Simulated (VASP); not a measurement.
A convergence study with VASP on CaO (rock salt): one setting is varied, all else stays as given below, so the limit is that of these other settings.

```xyz
2
Lattice="0.0000 2.4050 2.4050 2.4050 0.0000 2.4050 2.4050 2.4050 0.0000" Properties=species:S:1:pos:R:3 pbc="T T T"
Ca     0.0000     0.0000     0.0000
O      2.4050     2.4050     2.4050
```

Level of theory: PBE GGA, VASP's PBE PAW potentials (set 64) (plane waves; VASP 6.6.1). The tightest run used: 700 eV cut-off, 19×19×19 Γ-centred mesh, tetrahedra with Blöchl corrections, potentials Ca_sv O.

Gaps are read on the run's mesh, which can miss a band edge.

Task: The settings run are 3×3×3 mesh; 4×4×4 mesh; 5×5×5 mesh; 6×6×6 mesh; 7×7×7 mesh; 8×8×8 mesh; 9×9×9 mesh; 10×10×10 mesh; 11×11×11 mesh; 12×12×12 mesh; 13×13×13 mesh; 14×14×14 mesh; 15×15×15 mesh; 16×16×16 mesh; 17×17×17 mesh; 18×18×18 mesh; 19×19×19 mesh. From which on does the stress (every component) stay within 0.1 GPa of the tightest run?

Result: From 4×4×4 mesh on: it is off by 0.05 there and by no more than 0.1 in any finer run, while 3×3×3 mesh is off by 0.23.
| setting | E (eV/atom) | pressure (GPa) | gap on the mesh (eV) | irreducible k-points | difference judged (GPa) |
|---|---|---|---|---|---|
| 3×3×3 mesh | -6.3882 | 2.11 | 4.097 | 4 | 0.23 |
| 4×4×4 mesh | -6.4014 | 1.92 | 3.633 | 8 | 0.05 |
| 5×5×5 mesh | -6.4031 | 1.88 | 3.820 | 10 | 0.01 |
| 6×6×6 mesh | -6.4034 | 1.88 | 3.639 | 16 | 0.00 |
| 7×7×7 mesh | -6.4034 | 1.87 | 3.733 | 20 | 0.00 |
| 8×8×8 mesh | -6.4034 | 1.87 | 3.639 | 29 | 0.00 |
| 9×9×9 mesh | -6.4034 | 1.87 | 3.696 | 35 | 0.00 |
| 10×10×10 mesh | -6.4034 | 1.87 | 3.639 | 47 | 0.00 |
| 11×11×11 mesh | -6.4034 | 1.87 | 3.678 | 56 | 0.00 |
| 12×12×12 mesh | -6.4034 | 1.87 | 3.639 | 72 | 0.00 |
| 13×13×13 mesh | -6.4034 | 1.87 | 3.667 | 84 | 0.00 |
| 14×14×14 mesh | -6.4034 | 1.87 | 3.639 | 104 | 0.00 |
| 15×15×15 mesh | -6.4034 | 1.87 | 3.660 | 120 | 0.00 |
| 16×16×16 mesh | -6.4034 | 1.87 | 3.639 | 145 | 0.00 |
| 17×17×17 mesh | -6.4034 | 1.87 | 3.655 | 165 | 0.00 |
| 18×18×18 mesh | -6.4034 | 1.87 | 3.639 | 195 | 0.00 |
| 19×19×19 mesh | -6.4034 | 1.87 | 3.652 | 220 | 0.00 |

Left out are rungs that failed or repeat a setting and relaxations that didn't move; long series are thinned to 24 rows.

The compound is CaO in the rock salt structure. The cell was not relaxed at this level.
